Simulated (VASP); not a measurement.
Output of a VASP run:

**OUTCAR**
```
 ion  position               nearest neighbor table
   1  0.000  0.000  0.000-   3 2.85   4 2.85   5 2.85   3 2.85   4 2.85   4 2.85   5 2.85   4 2.85
                             3 2.85   5 2.85   3 2.85   5 2.85   2 3.49   2 3.49   2 3.49   2 3.49
   2  0.500  0.500  0.500-   3 2.02   4 2.02   5 2.02   5 2.02   3 2.02   4 2.02   1 3.49   1 3.49
                             1 3.49   1 3.49   1 3.49   1 3.49   1 3.49   1 3.49
   3  0.500  0.000  0.500-   2 2.02   2 2.02   1 2.85   1 2.85   1 2.85   1 2.85
   4  0.000  0.500  0.500-   2 2.02   2 2.02   1 2.85   1 2.85   1 2.85   1 2.85
   5  0.500  0.500  0.000-   2 2.02   2 2.02   1 2.85   1 2.85   1 2.85   1 2.85
  LATTYP: Found a simple cubic cell.
 ALAT       =     4.0313676468
 Subroutine PRICEL returns:
 Original cell was already a primitive cell.
 Subroutine GETGRP returns: Found 48 space group operations
The static configuration has the point symmetry O_h .
The dynamic configuration has the point symmetry O_h .
 Subroutine INISYM returns: Found 48 space group operations
 Subroutine IBZKPT returns following result:
 Found     20 irreducible k-points:

 Following reciprocal coordinates:
            Coordinates               Weight
  0.000000  0.000000  0.000000      1.000000
  0.166667  0.000000  0.000000      6.000000
  0.333333  0.000000  0.000000      6.000000
  0.500000  0.000000  0.000000      3.000000
  0.166667  0.166667  0.000000     12.000000
  0.333333  0.166667  0.000000     24.000000
  0.500000  0.166667  0.000000     12.000000
  0.333333  0.333333  0.000000     12.000000
  0.500000  0.333333  0.000000     12.000000
  0.500000  0.500000  0.000000      3.000000
  0.166667  0.166667  0.166667      8.000000
  0.333333  0.166667  0.166667     24.000000
  0.500000  0.166667  0.166667     12.000000
  0.333333  0.333333  0.166667     24.000000
  0.500000  0.333333  0.166667     24.000000
  0.500000  0.500000  0.166667      6.000000
  0.333333  0.333333  0.333333      8.000000
  0.500000  0.333333  0.333333     12.000000
  0.500000  0.500000  0.333333      6.000000
  0.500000  0.500000  0.500000      1.000000
   k-points           NKPTS =     20   k-points in BZ     NKDIM =     20   number of bands    NBANDS=     24
   number of dos      NEDOS =    601   number of ions     NIONS =      5
   total plane-waves  NPLWV =  27000
   dimension x,y,z NGX =    30 NGY =   30 NGZ =   30
   dimension x,y,z NGXF=    60 NGYF=   60 NGZF=   60
   ions per type =               1   1   3
   PREC   = accura    normal or accurate (medium, high low for compatibility)
   ISTART =      0    job   : 0-new  1-cont  2-samecut
   ICHARG =      2    charge: 1-file 2-atom 10-const
   ISPIN  =      1    spin polarized calculation?
   LNONCOLLINEAR =      F non collinear calculations
   LSORBIT =      F    spin-orbit coupling
   INIWAV =      1    electr: 0-lowe 1-rand  2-diag
   ENCUT  =  520.0 eV  38.22 Ry    6.18 a.u.   7.50  7.50  7.50*2*pi/ulx,y,z
   NELM   =    100;   NELMIN=  2; NELMDL= -5     # of ELM steps
   EDIFF  = 0.1E-06   stopping-criterion for ELM
   LREAL  =      F    real-space projection
   NLSPLINE    = F    spline interpolate recip. space projectors
   LMAXMIX     =    4 max onsite mixed and CHGCAR
   VOSKOWN=      0    Vosko Wilk Nusair interpolation
   EDIFFG = 0.1E-05   stopping-criterion for IOM
   NSW    =      0    number of steps for IOM
   NBLOCK =      1;   KBLOCK =      1    inner block; outer block
   IBRION =     -1    ionic relax: 0-MD 1-quasi-New 2-CG
   NFREE  =      0    steps in history (QN), initial steepest desc. (CG)
   ISIF   =      2    stress and relaxation
   ISYM   =      2    0-nonsym 1-usesym 2-fastsym
   TEIN   =    0.0    initial temperature
   TEBEG  =    0.0;   TEEND  =   0.0 temperature during run
   SMASS  =  -3.00    Nose mass-parameter (am)
   PSTRESS=    0.0 pullay stress
   NELECT =      40.0000    total number of electrons
   EFERMI =   0.00;   METHOD = LEGACY
   ISMEAR =    -5;   SIGMA  =   0.20  broadening in eV -4-tet -1-fermi 0-gaus
   IALGO  =     38    algorithm
   LDIAG  =      T    sub-space diagonalisation (order eigenvalues)
   IMIX   =      4    mixing-type and parameters
     AMIX     =   0.40;   BMIX     =  1.00
     AMIX_MAG =   1.60;   BMIX_MAG =  1.00
...
```

OSZICAR:
```
       N       E                     dE             d eps       ncg     rms          rms(c)
DAV:   1     0.463133557076E+03    0.46313E+03   -0.21322E+04   960   0.181E+03
DAV:   2     0.407993505890E+00   -0.46273E+03   -0.45644E+03  1240   0.490E+02
DAV:   3    -0.493188443927E+02   -0.49727E+02   -0.49357E+02  1408   0.149E+02
DAV:   4    -0.515489950759E+02   -0.22302E+01   -0.22289E+01  1392   0.293E+01
DAV:   5    -0.516310727943E+02   -0.82078E-01   -0.82076E-01  1360   0.412E+00    0.231E+01
DAV:   6    -0.405607311546E+02    0.11070E+02   -0.78018E+01  1448   0.767E+01    0.103E+01
DAV:   7    -0.405026595283E+02    0.58072E-01   -0.13070E+01  1208   0.265E+01    0.637E+00
DAV:   8    -0.402883531165E+02    0.21431E+00   -0.99282E-01  1272   0.937E+00    0.295E+00
DAV:   9    -0.403146404899E+02   -0.26287E-01   -0.32422E-01  1296   0.458E+00    0.136E+00
DAV:  10    -0.402976354877E+02    0.17005E-01   -0.13637E-01  1248   0.381E+00    0.389E-01
DAV:  11    -0.402963189735E+02    0.13165E-02   -0.11334E-02  1200   0.678E-01    0.105E-01
DAV:  12    -0.402965543001E+02   -0.23533E-03   -0.23384E-03  1320   0.381E-01    0.134E-01
DAV:  13    -0.402962671816E+02    0.28712E-03   -0.14189E-03  1192   0.356E-01    0.594E-03
DAV:  14    -0.402962699233E+02   -0.27416E-05   -0.28809E-05  1152   0.455E-02    0.325E-03
DAV:  15    -0.402962705756E+02   -0.65237E-06   -0.23520E-06  1416   0.123E-02    0.596E-03
DAV:  16    -0.402962701716E+02    0.40399E-06   -0.25580E-06  1256   0.150E-02    0.741E-04
DAV:  17    -0.402962701632E+02    0.83946E-08   -0.44687E-08   584   0.219E-03
   1 F= -.40296270E+02 E0= -.40296270E+02  d E =0.000000E+00
```

OUTCAR:
```
------------------------ aborting loop because EDIFF is reached ----------------------------------------
  FORCE on cell =-STRESS in cart. coord.  units (eV):
  Direction    XX          YY          ZZ          XY          YZ          ZX
  --------------------------------------------------------------------------------------
  Total       -0.0550213     -0.0550213     -0.0550213      0.0000000      0.0000000     -0.0000000
  in kB       -1.3455015     -1.3455015     -1.3455015      0.0000000      0.0000000     -0.0000000
  external PRESSURE =      -1.3455015 kB  Pullay stress =       0.0000000 kB
  volume of cell :       65.52
      direct lattice vectors                 reciprocal lattice vectors
     4.031367647  0.000000000  0.000000000     0.248054776  0.000000000  0.000000000
     0.000000000  4.031367647  0.000000000     0.000000000  0.248054776  0.000000000
     0.000000000  0.000000000  4.031367647     0.000000000  0.000000000  0.248054776
 POSITION                                       TOTAL-FORCE (eV/Angst)
 -----------------------------------------------------------------------------------
      0.00000      0.00000      0.00000         0.000000      0.000000      0.000000
      2.01568      2.01568      2.01568         0.000000      0.000000      0.000000
      2.01568      0.00000      2.01568         0.000000      0.000000      0.000000
      0.00000      2.01568      2.01568         0.000000      0.000000      0.000000
      2.01568      2.01568      0.00000         0.000000      0.000000      0.000000
 -----------------------------------------------------------------------------------
    total drift:                                0.000000      0.000000     -0.000000
  FREE ENERGIE OF THE ION-ELECTRON SYSTEM (eV)
  ---------------------------------------------------
  free  energy   TOTEN  =       -40.2962701632 eV

  energy  without entropy=      -40.2962701632  energy(sigma->0) =      -40.29627016

 total charge

# of ion       s       p       d       tot
------------------------------------------
    1        2.008   5.646   0.316   7.970
    2        2.203   6.255   1.680  10.138
    3        1.560   3.458   0.000   5.018
    4        1.560   3.458   0.000   5.018
    5        1.560   3.458   0.000   5.018
--------------------------------------------------
tot          8.891  22.276   1.997  33.163

 Electric field gradients after diagonalization (V/A^2)
 (convention: |V_zz| > |V_xx| > |V_yy|)
----------------------------------------------------------------------
 ion       V_xx      V_yy      V_zz     asymmetry (V_yy - V_xx)/ V_zz
----------------------------------------------------------------------
   1       0.000     0.000    -0.000       0.378
   2      -0.000    -0.000    -0.000      -0.023
   3     -13.222   -13.222    26.444       0.000
   4     -13.222   -13.222    26.444       0.000
   5     -13.222   -13.222    26.444       0.000
```
(Selected blocks of OUTCAR.)

File POSCAR:
```
BaTiO3
1
    4.0313676468     0.0000000000     0.0000000000
    0.0000000000     4.0313676468     0.0000000000
    0.0000000000     0.0000000000     4.0313676468
Ba Ti O
1 1 3
Direct
  0.0000000000   0.0000000000   0.0000000000
  0.5000000000   0.5000000000   0.5000000000
  0.5000000000   0.0000000000   0.5000000000
  0.0000000000   0.5000000000   0.5000000000
  0.5000000000   0.5000000000   0.0000000000
```

Question: Write an INCAR and KPOINTS that could have produced this output.

Answer: This is not unique; one that fits is the input of the run itself, PW91 GGA, plane waves, VASP's PBE PAW potentials (set 64).

### INCAR
```
SYSTEM = BaTiO3
PREC = Accurate
ENCUT = 520
EDIFF = 1E-7
NELM = 100
ALGO = Normal
LREAL = .FALSE.
LASPH = .TRUE.
ISMEAR = -5
GGA = 91
LMAXMIX = 4
LWAVE = .FALSE.
LCHARG = .TRUE.
LORBIT = 11
NEDOS = 601
ISIF = 2
LEFG = .TRUE.
```

File KPOINTS:
```
Automatic mesh
0
Gamma
6 6 6
0 0 0
```

POTCAR, in this order: Ba_sv Ti_sv O (PBE.64 set). Program: vasp_std.

The compound is BaTiO3 in the cubic perovskite structure, the ideal cubic form; the compound distorts at low or room temperature. It was relaxed first.
